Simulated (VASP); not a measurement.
These are PBE GGA, VASP's PBE PAW potentials (set 64) (plane waves; VASP) values and carry that method's errors.

Input for VASP

### INCAR
```
ALGO = Normal
EDIFF = 1E-6
ENCUT = 300
GGA = PE
ISIF = 2
ISMEAR = 0
LASPH = .TRUE.
LCHARG = .FALSE.
LMAXMIX = 4
LREAL = .FALSE.
LWAVE = .FALSE.
NELM = 100
PREC = Accurate
SIGMA = 0.2
SYSTEM = Y
```

KPOINTS:
```
Automatic
0
gamma
 8 8 1
```

### POSCAR
```
Y
1.0
  3.6500000000   0.0000000000   0.0000000000
 -1.8250000000   3.1609930000   0.0000000000
  0.0000000000   0.0000000000  20.5950000000
Y
4
Cartesian
  1.8250018250   1.0536632797   8.8649941800
 -0.0000018250   2.1073297203   6.0000031350
  1.8250018250   1.0536632797  14.5949968650
 -0.0000018250   2.1073297203  11.7300058200
```

POTCAR, in this order: Y_sv (PBE.64 set). Program: vasp_std.

The cell holds a wide vacuum, so values per volume refer to the whole cell.

**Question.** What does the run give for the energy per atom (σ→0), largest force, band gap (on the k-mesh)?

**Answer.** 
The energy per atom (σ→0) is -6.063 eV/atom and the band gap (on the k-mesh) comes out as none (metal, semimetal or under 0.01 eV). The largest force is 0.203 eV/Å.

### OSZICAR
```
...
DAV:  22    -0.243525381162E+02   -0.14723E-03   -0.59244E-04   694   0.117E-01    0.184E-01
DAV:  23    -0.243525913805E+02   -0.53264E-04   -0.19722E-04   744   0.470E-02    0.120E-01
DAV:  24    -0.243526599354E+02   -0.68555E-04   -0.62974E-05   648   0.253E-02    0.894E-02
DAV:  25    -0.243526725805E+02   -0.12645E-04   -0.20808E-05   664   0.255E-02    0.565E-02
DAV:  26    -0.243526729671E+02   -0.38657E-06   -0.16825E-05   736   0.252E-02    0.407E-02
DAV:  27    -0.243526714959E+02    0.14712E-05   -0.11914E-05   548   0.166E-02    0.279E-02
DAV:  28    -0.243526714184E+02    0.77462E-07   -0.86193E-07   378   0.503E-03
   1 F= -.24352671E+02 E0= -.24252018E+02  d E =-.201306E+00
```

The cell is a sheet with vacuum, built from a generated structure.
